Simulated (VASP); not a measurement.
Here is the system:

```yaml
crystal:
  lattice:
    - [3.64002, 0.00000, 0.00000]
    - [0.00000, 3.64002, 0.00000]
    - [0.00000, 0.00000, 3.64002]
  atoms:
    - { symbol: Al, position: [0.00000, 0.00000, 0.00000] }
    - { symbol: Ni, position: [0.00000, 0.50000, 0.50000], spin: 0.2 }
    - { symbol: Ni, position: [0.50000, 0.00000, 0.50000], spin: 0.2 }
    - { symbol: Ni, position: [0.50000, 0.50000, 0.00000], spin: 0.2 }
```

The numbers are results of PW91 GGA, VASP's PBE PAW potentials (set 64) (plane waves; VASP), not measurements. Run with 520 eV cut-off, 9×9×9 Γ-centred mesh, first-order Methfessel-Paxton smearing of 0.10 eV, potentials Al Ni.

Task: Give the stress tensor in GPa (positive for a compressed cell).

Result: 
```
-9.40   0.00   0.00
 0.00  -9.40   0.00
 0.00   0.00  -9.40
```
The pressure is its mean diagonal, -9.40 GPa.

The compound is Ni3Al in the L1_2 structure. This cell is one point of a volume scan, at 1.06 of the reference volume.
